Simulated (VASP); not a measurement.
# ZnAu: structure and properties in VASP

Aim: relax ZnAu, then compute properties on the relaxed cell. The steps: full relaxation (PBEsol), second relaxation, single point with fields (PBEsol), bands along the symmetry lines (PBEsol), density of states (PBEsol), volume scan with PBEsol, fit for PBEsol and optical spectrum (PBEsol). The cell is invented: it takes the structure of COD entry 9008804, MgAu (space group 221 there), with some of its atoms replaced by other elements, volume scaled by an estimate. It may not be a known or stable phase. The atoms of the start are displaced at random from the sites of a Pm-3m cell.

Program: VASP 6.6.1. Level of theory: PBEsol; plane waves and PAW (Au, Zn); invented cell. Results are calculated unless marked as measured.

## (1) Set-up

Before any relaxation, the start is as follows. The structure is tetragonal, space group P4mm (No. 99). That holds within 0.01 Å; VASP, at its tighter tolerance, finds 1 operation. Conventional cell: a = 2.998 Å, b = 2.998 Å, c = 2.998 Å, α = 90.00°, β = 90.00°, γ = 90.00°. Nearest to Au lie 8 Zn at 2.59 to 2.60 Å. Zn has 8 Au at 2.59 to 2.60 Å nearest. It derives from MgAu. it takes the structure of COD entry 9008804, MgAu (space group 221 there), with some of its atoms replaced by other elements, volume scaled by an estimate. Farther neighbours are not listed.

Structure file:

```xyz
2
Lattice="2.9981 0.0000 0.0000 0.0000 2.9981 0.0000 0.0000 0.0000 2.9981" Properties=species:S:1:pos:R:3 pbc="T T T"
Au    0.0025    0.0087    0.0027
Zn    1.5020    1.5100    1.4923
```

## (2) Full relaxation (PBEsol)

The start need not lie at this functional's minimum. ISIF = 3 frees volume, shape and positions, and EDIFFG sets the threshold on forces and stress at which the search stops. PBEsol restores the gradient expansion of exchange and is tuned for the cells of solids.

INCAR

```
SYSTEM = ZnAu
PREC = Accurate
ENCUT = 400
EDIFF = 1E-06
NELM = 100
ISMEAR = 1
SIGMA = 0.2
LREAL = .FALSE.
ALGO = Normal
GGA = PS
LORBIT = 11
LWAVE = .FALSE.
LCHARG = .FALSE.
IBRION = 2
NSW = 60
ISIF = 3
EDIFFG = -0.01
```

POSCAR

```
ZnAu
1.0
    2.9980890000      0.0000000000      0.0000000000
    0.0000000000      2.9980890000      0.0000000000
    0.0000000000      0.0000000000      2.9980890000
Au Zn
1 1
Direct
    0.0008270000      0.0029150000      0.0008910000
    0.5010020000      0.5036610000      0.4977670000
```

KPOINTS

```
Automatic mesh
0
Gamma
6 6 6
0 0 0
```

Potentials, in the order of the species: Au and Zn (PBE family, release 64).

On the command line:

```
> mpirun -np 1 vasp_std
```

Output:

```text
[banner, memory and clock lines left out]
running    1 mpi-ranks, on    1 nodes
 distrk:  each k-point on    1 cores,    1 groups
 distr:  one band on    1 cores,    1 groups

 POSCAR found type information on POSCAR AuZn
 POSCAR found :  2 types and       2 ions
|                                                                             |
|               ----> ADVICE to this user running VASP <----                  |
|                                                                             |
|     You enforced a specific xc type in the INCAR file but a different       |
|     [... a line on the potential file left out ...]
|     I HOPE YOU KNOW WHAT YOU ARE DOING!                                     |
|                                                                             |

 LDA part: xc-table for (Slater+PW92), standard interpolation
 POSCAR, INCAR and KPOINTS ok, starting setup
 FFT: planning ... GRIDC
 FFT: planning ... GRID_SOFT
 FFT: planning ... GRID
 WAVECAR not read
 entering main loop
       N       E                     dE             d eps       ncg     rms          rms(c)
DAV:   1     0.103665482225E+03    0.10367E+03   -0.10143E+04  3560   0.172E+03
DAV:   2    -0.341160162654E+01   -0.10708E+03   -0.10406E+03  3528   0.303E+02
DAV:   3    -0.627147729108E+01   -0.28599E+01   -0.28527E+01  3948   0.588E+01
DAV:   4    -0.628944908372E+01   -0.17972E-01   -0.17969E-01  4109   0.396E+00
DAV:   5    -0.628964034625E+01   -0.19126E-03   -0.19126E-03  4032   0.422E-01    0.131E+01
DAV:   6    -0.570387509124E+01    0.58577E+00   -0.17277E+00  3444   0.166E+01    0.754E+00
DAV:   7    -0.565866371180E+01    0.45211E-01   -0.70961E-02  4407   0.476E+00    0.349E+00
DAV:   8    -0.564801130185E+01    0.10652E-01   -0.76613E-03  3780   0.105E+00    0.216E-01
DAV:   9    -0.564802083101E+01   -0.95292E-05   -0.22142E-04  3857   0.252E-01    0.509E-02
DAV:  10    -0.564803072749E+01   -0.98965E-05   -0.12151E-05  4606   0.428E-02    0.236E-02
DAV:  11    -0.564803066730E+01    0.60187E-07   -0.15920E-06  2345   0.180E-02
   1 F= -.56480307E+01 E0= -.56481401E+01  d E =-.564803E+01
 curvature:   0.00 expect dE= 0.000E+00 dE for cont linesearch  0.000E+00
 trial: gam= 0.00000 g(F)=  0.516E-03 g(S)=  0.130E+01 ort = 0.000E+00 (trialstep = 0.100E+01)
 search vector abs. value=  0.130E+01
 bond charge predicted
       N       E                     dE             d eps       ncg     rms          rms(c)
DAV:   1    -0.273602310997E+02   -0.21712E+02   -0.38818E+02  3360   0.440E+02    0.387E+01
DAV:   2    -0.848682534723E+01    0.18873E+02   -0.46058E+01  3528   0.865E+01    0.165E+01
DAV:   3    -0.617961781642E+01    0.23072E+01   -0.48196E+00  4095   0.289E+01    0.130E+01
DAV:   4    -0.569019923492E+01    0.48942E+00   -0.37583E-01  4027   0.784E+00    0.367E+00
DAV:   5    -0.558103733703E+01    0.10916E+00   -0.12795E-01  4352   0.548E+00    0.125E-01
DAV:   6    -0.558157673059E+01   -0.53939E-03   -0.88600E-03  3416   0.829E-01    0.121E-01
DAV:   7    -0.558163441497E+01   -0.57684E-04   -0.16763E-04  4538   0.182E-01    0.856E-02
DAV:   8    -0.558164475683E+01   -0.10342E-04   -0.95797E-05  3668   0.120E-01    0.119E-02
DAV:   9    -0.558164464179E+01    0.11504E-06   -0.25665E-06  3022   0.187E-02
   2 F= -.55816446E+01 E0= -.55795517E+01  d E =0.663860E-01
[...]
3 F= -.58950905E+01 E0= -.58919603E+01  d E =-.247060E+00
[...]
4 F= -.58953601E+01 E0= -.58922543E+01  d E =-.247329E+00
[...]
5 F= -.58953821E+01 E0= -.58922985E+01  d E =-.247351E+00
[...]
6 F= -.58954316E+01 E0= -.58923483E+01  d E =-.495420E-04
[...]
7 F= -.58954732E+01 E0= -.58923904E+01  d E =-.911656E-04
[...]
8 F= -.58954706E+01 E0= -.58923712E+01  d E =0.257897E-05
 trial-energy change:    0.000003  1 .order   -0.000002   -0.000044    0.000039
 step:   0.5477(harm=  0.6528)  dis= 0.00003  next Energy=    -5.895482 (dE=-0.923E-05)
 bond charge predicted
       N       E                     dE             d eps       ncg     rms          rms(c)
DAV:   1    -0.589583371968E+01   -0.36316E-03   -0.52104E-03  3486   0.135E+00    0.124E-01
DAV:   2    -0.589550810151E+01    0.32562E-03   -0.11080E-03  3829   0.776E-01    0.432E-02
DAV:   3    -0.589548917697E+01    0.18925E-04   -0.42028E-05  3675   0.711E-02    0.285E-02
DAV:   4    -0.589548383811E+01    0.53389E-05   -0.27821E-06  3123   0.595E-02    0.110E-02
DAV:   5    -0.589548293998E+01    0.89813E-06   -0.19868E-06  2648   0.167E-02
   9 F= -.58954829E+01 E0= -.58923925E+01  d E =-.971345E-05
 curvature:  -0.32 expect dE=-0.407E-06 dE for cont linesearch -0.190E-07
 trial: gam=-0.00477 g(F)=  0.255E-09 g(S)=  0.129E-05 ort = 0.146E-05 (trialstep = 0.110E+01)
 search vector abs. value=  0.128E-05
 reached required accuracy - stopping structural energy minimisation
```

Run time: 2 min. Hardware: 1 MPI rank of AMD EPYC 7R43, shared host; peak memory 0.12 GiB.

Lines that name or quote the potential files are left out of all logs, and their timing lines are given in words.

From OUTCAR (step 2):

```text
ion  position               nearest neighbor table
   1  0.001  0.003  0.001-   2 2.59   2 2.59   2 2.59   2 2.59   2 2.60   2 2.60   2 2.60   2 2.60

  LATTYP: Found a simple cubic cell.
 ALAT       =     2.9980890000

 Subroutine GETGRP returns: Found  1 space group operations
 (whereof  1 operations were pure point group operations)

The static configuration has the point symmetry C_1 .

 Found    112 irreducible k-points:

   k-points           NKPTS =    112   k-points in BZ     NKDIM =    112   number of bands    NBANDS=     15

   dimension x,y,z NGX =    20 NGY =   20 NGZ =   20
   dimension x,y,z NGXF=    40 NGYF=   40 NGZF=   40

   ENCUT  =  400.0 eV  29.40 Ry    5.42 a.u.   4.89  4.89  4.89*2*pi/ulx,y,z

   NELECT =      23.0000    total number of electrons

 k-points in reciprocal lattice and weights: Automatic mesh
   0.00000000  0.00000000  0.00000000       0.005
   0.16666667  0.00000000  0.00000000       0.009
   0.00000000  0.16666667  0.00000000       0.009
   0.00000000  0.00000000  0.16666667       0.009
   0.33333333  0.00000000  0.00000000       0.009
   0.00000000  0.33333333  0.00000000       0.009
   0.00000000  0.00000000  0.33333333       0.009
   0.50000000  0.00000000  0.00000000       0.005
   0.00000000  0.50000000  0.00000000       0.005
[...]
0.50000000  0.33333333  0.50000000       0.009
   0.50000000  0.50000000  0.50000000       0.005

 average (electrostatic) potential at core
       1 -67.0033       2 -32.4359

 E-fermi :   7.2581

 k-point     1 :       0.0000    0.0000    0.0000
  band No.  band energies     occupation
    ...
      7       1.6688      2.00000
      8       1.6699      2.00000
      9       3.3881      2.00000
     10       3.3883      2.00000
     11       3.3883      2.00000
     12      12.1420      0.00000
     13      12.1421      0.00000
     14      12.1486      0.00000
     15      16.2345      0.00000

 k-point     2 :       0.1667    0.0000    0.0000
  band No.  band energies     occupation
    ...
      7       1.5812      2.00000
      8       1.7933      2.00000
      9       3.0354      2.00000
     10       3.0359      2.00000
     11       3.3460      2.00000
     12       9.4329     -0.00000
     13      13.0572      0.00000
     14      13.0634      0.00000
     15      17.3942      0.00000

 k-point     3 :       0.0000    0.1667    0.0000
  band No.  band energies     occupation
    ...
      7       1.5812      2.00000
      8       1.7933      2.00000
      9       3.0354      2.00000
     10       3.0359      2.00000
     11       3.3460      2.00000
     12       9.4330     -0.00000
     13      13.0571      0.00000
     14      13.0634      0.00000
     15      17.3942      0.00000

  Total        0.0030399      0.0030028     -0.0059278      0.0000234      0.0000392      0.0000035
  in kB        0.1594383      0.1574930     -0.3109051      0.0012265      0.0020569      0.0001810
  external PRESSURE =       0.0020087 kB  Pullay stress =       0.0000000 kB

  energy-cutoff  :      400.00
  volume of cell :       30.55
      direct lattice vectors                 reciprocal lattice vectors
     3.126254252  0.000021425 -0.000036295     0.319871616 -0.000002192  0.000003714
     0.000021423  3.126243083 -0.000136793    -0.000002192  0.319872760  0.000014000
    -0.000036292 -0.000136796  3.125580292     0.000003714  0.000013999  0.319940590

 POSITION                                       TOTAL-FORCE (eV/Angst)
 -----------------------------------------------------------------------------------
      0.00288      0.01032      3.12343        -0.000008      0.000015      0.000048
      1.56592      1.57317      1.56066         0.000008     -0.000015     -0.000048
 -----------------------------------------------------------------------------------
    total drift:                               -0.000761     -0.002557      0.000575

  FREE ENERGIE OF THE ION-ELECTRON SYSTEM (eV)
  ---------------------------------------------------
  free  energy   TOTEN  =        -5.8954829400 eV

  energy  without entropy=       -5.8862115843  energy(sigma->0) =       -5.89239249

 reached required accuracy - stopping structural energy minimisation

 total charge
# of ion       s       p       d       tot
------------------------------------------
    1        0.626   0.410   8.695   9.731
    2        0.530   0.469   9.768  10.767
--------------------------------------------------
tot          1.156   0.879  18.462  20.498

[... 3 further parts left out ...]
```

CONTCAR:

```
ZnAu
   1.00000000000000
     3.1262542518561527    0.0000214254507183   -0.0000362948069210
     0.0000214228420543    3.1262430833664658   -0.0001367929644015
    -0.0000362924678687   -0.0001367962912471    3.1255802923418727
  Au              Zn
     1     1
Direct
     0.0009317696346711    0.0033448537048169    0.9993113229656457
     0.5008972303653295    0.5032311462951856    0.4993466770343603
```

This run has no spin polarisation. Its electron count is odd, so without a moment it is a metal by construction. The k-mesh is coarse for a metal. The PAW data sets were made with PBE, which is usual practice but a small mismatch for other functionals. After so large a change of volume the plane waves of the start cell no longer fit, so the final stress carries a basis-set error.

Step by step:

```csv
step,energy less that of the first step (eV),largest force (eV/Å),pressure (GPa),volume (Å³)
1,0.0000,0.0731,25.24,26.95
2,0.0664,0.0027,-15.21,36.10
3,-0.2471,0.0251,-0.57,30.70
4,-0.2473,0.0259,-0.25,30.60
5,-0.2474,0.0265,0.11,30.52
6,-0.2474,0.0178,0.13,30.52
7,-0.2474,0.0014,0.11,30.52
8,-0.2474,0.0004,-0.11,30.58
9,-0.2475,0.0001,0.00,30.55
```

```csv
cell as run,before,after,change
a (Å),2.998,3.126,+4.3 %
b (Å),2.998,3.126,+4.3 %
c (Å),2.998,3.126,+4.3 %
volume (Å³/atom),13.47,15.27,+13.4 %
```

The relaxed structure:

```
Au Zn
1.0
     3.12625    0.00002   -0.00004
     0.00002    3.12624   -0.00014
    -0.00004   -0.00014    3.12558
Au Zn
1 1
Direct
  0.00093 0.00334 0.99931
  0.50090 0.50323 0.49935
```

This step gave:

```yaml
electrons: 23
bands: 15
irreducible_k_points: 112
symmetry_operations: 1
free_energy_toten: -5.895 eV
energy_at_zero_smearing: -5.892 eV
fermi_energy: 7.258 eV
pressure: 2.01e-4 GPa
metallic: yes
scf_cycles_over_all_ionic_steps: 59
```

It ends with forces under 0.001 eV/Å and a pressure of 0.00 GPa.

## (3) Second relaxation

The basis stayed that of the start cell while the cell moved. A rerun from the cell reached resets it; the error of the finite cutoff stays.

INCAR is that of step 2.

POSCAR

```
ZnAu
1.0
    3.1260258800      0.0000000000      0.0000000000
    0.0000000000      3.1260258800      0.0000000000
    0.0000000000      0.0000000000      3.1260258800
Au Zn
1 1
Direct
    0.0000000000      0.0000000000      0.0000000000
    0.5000000000      0.5000000000      0.5000000000
```

KPOINTS is that of step 2.

The cell reached was symmetrised within 0.01 Å before this step, which raises the operations from 1 to 48, which the run then keeps.

On the command line:

```
> mpirun -np 1 vasp_std
```

Output:

```text
[banner, memory and clock lines left out]
running    1 mpi-ranks, on    1 nodes
 distrk:  each k-point on    1 cores,    1 groups
 distr:  one band on    1 cores,    1 groups

 POSCAR found type information on POSCAR AuZn
 POSCAR found :  2 types and       2 ions
 [... a notice as in an earlier step ...]

 LDA part: xc-table for (Slater+PW92), standard interpolation
 POSCAR, INCAR and KPOINTS ok, starting setup
 FFT: planning ... GRIDC
 FFT: planning ... GRID_SOFT
 FFT: planning ... GRID
 WAVECAR not read
 entering main loop
       N       E                     dE             d eps       ncg     rms          rms(c)
DAV:   1     0.100133124555E+03    0.10013E+03   -0.10227E+04   648   0.165E+03
DAV:   2    -0.384957494932E+01   -0.10398E+03   -0.10124E+03   628   0.294E+02
DAV:   3    -0.648659965977E+01   -0.26370E+01   -0.26318E+01   747   0.559E+01
DAV:   4    -0.650182660057E+01   -0.15227E-01   -0.15226E-01   684   0.368E+00
DAV:   5    -0.650201823393E+01   -0.19163E-03   -0.19163E-03   747   0.430E-01    0.920E+00
DAV:   6    -0.594773160180E+01    0.55429E+00   -0.19235E+00   607   0.172E+01    0.560E+00
DAV:   7    -0.591786695658E+01    0.29865E-01   -0.40215E-02   817   0.406E+00    0.299E+00
DAV:   8    -0.590736927418E+01    0.10498E-01   -0.85903E-03   702   0.112E+00    0.122E-01
DAV:   9    -0.590739332702E+01   -0.24053E-04   -0.39687E-04   706   0.264E-01    0.633E-02
DAV:  10    -0.590740004378E+01   -0.67168E-05   -0.35507E-05   773   0.117E-01    0.179E-02
DAV:  11    -0.590739941577E+01    0.62801E-06   -0.10015E-05   642   0.801E-02    0.305E-03
DAV:  12    -0.590739938773E+01    0.28047E-07   -0.18499E-07   370   0.970E-03
   1 F= -.59073994E+01 E0= -.59043073E+01  d E =-.590740E+01
 curvature:   0.00 expect dE= 0.000E+00 dE for cont linesearch  0.000E+00
 trial: gam= 0.00000 g(F)=  0.000E+00 g(S)=  0.944E-04 ort = 0.000E+00 (trialstep = 0.100E+01)
 search vector abs. value=  0.944E-04
 bond charge predicted
       N       E                     dE             d eps       ncg     rms          rms(c)
DAV:   1    -0.590948097600E+01   -0.20816E-02   -0.30004E-02   614   0.326E+00    0.299E-01
DAV:   2    -0.590758584915E+01    0.18951E-02   -0.63473E-03   691   0.184E+00    0.105E-01
DAV:   3    -0.590747098727E+01    0.11486E-03   -0.23261E-04   621   0.163E-01    0.693E-02
DAV:   4    -0.590743496151E+01    0.36026E-04   -0.19709E-05   908   0.146E-01    0.251E-02
DAV:   5    -0.590742706840E+01    0.78931E-05   -0.65938E-06   689   0.319E-02    0.237E-03
DAV:   6    -0.590742717515E+01   -0.10675E-06   -0.59873E-07   377   0.116E-02
   2 F= -.59074272E+01 E0= -.59043127E+01  d E =-.277874E-04
 trial-energy change:   -0.000028  1 .order   -0.000024   -0.000094    0.000047
 step:   0.7036(harm=  0.6672)  dis= 0.00000  next Energy=    -5.907434 (dE=-0.347E-04)
 reached required accuracy - stopping structural energy minimisation
```

Wall time 10 s (1 MPI rank); peak memory 0.09 GiB.

OUTCAR, selected parts (step 3):

```text
  LATTYP: Found a simple cubic cell.
 ALAT       =     3.1260258800

 Subroutine GETGRP returns: Found 48 space group operations
 (whereof 48 operations were pure point group operations)

The static configuration has the point symmetry O_h .

 Found     20 irreducible k-points:

   k-points           NKPTS =     20   k-points in BZ     NKDIM =     20   number of bands    NBANDS=     15

   ENCUT  =  400.0 eV  29.40 Ry    5.42 a.u.   5.10  5.10  5.10*2*pi/ulx,y,z

   NELECT =      23.0000    total number of electrons

 E-fermi :   7.2235

 k-point     1 :       0.0000    0.0000    0.0000
  band No.  band energies     occupation
    ...
      7       1.6439      2.00000
      8       1.6439      2.00000
      9       3.3585      2.00000
     10       3.3585      2.00000
     11       3.3585      2.00000
     12      12.1081      0.00000
     13      12.1081      0.00000
     14      12.1081      0.00000
     15      16.1690      0.00000

 k-point     2 :       0.1667    0.0000    0.0000
  band No.  band energies     occupation
    ...
      7       1.5573      2.00000
      8       1.7676      2.00000
      9       3.0083      2.00000
     10       3.0083      2.00000
     11       3.3169      2.00000
     12       9.3985     -0.00000
     13      13.0201      0.00000
     14      13.0201      0.00000
     15      17.3306      0.00000

  Total       -0.0180180     -0.0180180     -0.0180180     -0.0000000     -0.0000000      0.0000000
  in kB       -0.9425492     -0.9425492     -0.9425492     -0.0000000     -0.0000000      0.0000000
  external PRESSURE =      -0.9425492 kB  Pullay stress =       0.0000000 kB

  energy-cutoff  :      400.00
  volume of cell :       30.63
      direct lattice vectors                 reciprocal lattice vectors
     3.128749795 -0.000000000 -0.000000000     0.319616481  0.000000000  0.000000000
    -0.000000000  3.128749795 -0.000000000     0.000000000  0.319616481 -0.000000000
    -0.000000000  0.000000000  3.128749795     0.000000000  0.000000000  0.319616481

 POSITION                                       TOTAL-FORCE (eV/Angst)
 -----------------------------------------------------------------------------------
      0.00000      0.00000      0.00000         0.000000      0.000000      0.000000
      1.56437      1.56437      1.56437        -0.000000     -0.000000      0.000000
 -----------------------------------------------------------------------------------
    total drift:                               -0.000000      0.000000      0.000000

  FREE ENERGIE OF THE ION-ELECTRON SYSTEM (eV)
  ---------------------------------------------------
  free  energy   TOTEN  =        -5.9074271752 eV

  energy  without entropy=       -5.8980837115  energy(sigma->0) =       -5.90431269

 total charge
# of ion       s       p       d       tot
------------------------------------------
    1        0.626   0.408   8.694   9.728
    2        0.530   0.467   9.769  10.766
--------------------------------------------------
tot          1.155   0.874  18.464  20.493

[... 2 parts as in an earlier step ...]

[... 7 further parts left out ...]
```

The run keeps the 48 symmetry operations of its start, so it cannot find a distortion of lower symmetry.

Little changed from the start: no atom moved by 0.005 Å and no cell edge by 0.1 %.

Numbers from this step:

| Item | Value |
| --- | --- |
| irreducible k-points | 20 |
| symmetry operations | 48 |
| free energy (TOTEN) | -5.907 eV |
| energy at zero smearing | -5.904 eV |
| Fermi energy | 7.223 eV |
| pressure | -0.09425 GPa |
| SCF cycles over all ionic steps | 18 |

It ends with forces that vanish by symmetry and a pressure of -0.09 GPa.

(Part 1 of 4 ends here.)

[Lines on the potential files, build, host, timing and source positions are cut from VASP's logs without a mark.]

[Logs are printed without paths, hosts, clocks, repeated set-up lines and the standing remarks that a program may print on its own settings, such as how far it seeks lower states.]

[Hosts, paths, dates, database ids (printed as entryN), source tags and the programs' standing remarks are cut or masked in the printed files.]

[A measured line is paired with the nearest computed mode of its activity, which favours agreement.]
